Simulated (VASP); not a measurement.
The cell holds one SrCl2 (fluorite) (111) slab, with vacuum along c, ions free to move until forces fall under 0.03 eV/Å, no reconstruction beyond this cell, dipole correction on.

Given:

```
SrCl2
1.0
    4.94651     0.00000     0.00000
   -2.47326     4.28380     0.00000
    0.00000     0.00000    27.14957
Cl Sr
6 3
Direct
  0.66667   0.33333   0.31194
  0.33333   0.66667   0.46296
  0.00000   0.00000   0.38924
  0.00000   0.00000   0.61076
  0.66667   0.33333   0.53704
  0.33333   0.66667   0.68806
  0.33333   0.66667   0.35245
  0.00000   0.00000   0.50000
  0.66667   0.33333   0.64755
```

Level of theory: r2SCAN meta-GGA, VASP's PBE PAW potentials (set 64) (plane waves; VASP). Run with 400 eV cut-off, 5×5×1 Γ-centred mesh, Gaussian smearing of 0.050 eV, potentials Cl Sr_sv.

Slab and bulk use different k-meshes, so the surface energy is good to a few per cent at best.

Predict its surface energy.

```yaml
surface_energy: 0.23 J/m²
```

The cell is a thin slab with vacuum, built from SrCl2 (fluorite): (111) face.
